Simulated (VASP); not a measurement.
A run of VASP 6.6.1:

The input INCAR:

```
SYSTEM = ZrF2
  ALGO = Normal
  DIPOL = 0.5 0.5 0.269
  EDIFF = 1E-7
  EDIFFG = -0.01
  ENCUT = 900
  GGA = PE
  IBRION = 2
  IDIPOL = 3
  ISIF = 2
  ISMEAR = -1
  LASPH = .True.
  LCHARG = .False.
  LDIPOL = .True.
  LREAL = .False.
  LWAVE = .False.
  NELM = 60
  NSW = 60
  PREC = Accurate
  SIGMA = 0.05
```

File KPOINTS:

```
k-points
0
Gamma
  10 10 1
  0 0 0
```

The input POSCAR:

```
ZrF2
1.0
    2.9887600000      0.0000000000      0.0000000000
   -1.4943800000      2.5883400000      0.0000000000
    0.0000000000      0.0000000000     29.7132000000
Zr F
1 2
Selective dynamics
Direct
    0.0000000000      0.0000000000      0.2692400000  F F F
    0.6666700000      0.3333300000      0.2193600000  T T T
    0.3333300000      0.6666700000      0.3191200000  T T T
```

Potentials or basis: VASP PAW PBE potentials, release 64 (Zr_sv, F).

The run is started by

```sh
$ cat potpaw_PBE.64/Zr_sv/POTCAR potpaw_PBE.64/F/POTCAR > POTCAR
$ mpirun -np 1 vasp_std > vasp.out
```

Hardware: 1 thread of AMD EPYC 9R45 96-Core Processor (Zen 5) (shared host).

Q: Estimate the wall time of this run.

A: Run time: 4.8 min on 1 thread of AMD EPYC 9R45 96-Core Processor (Zen 5), with other jobs on the host, peak memory 0.68 GiB. Counts: scf iterations 23, k points 31, ion steps 1.
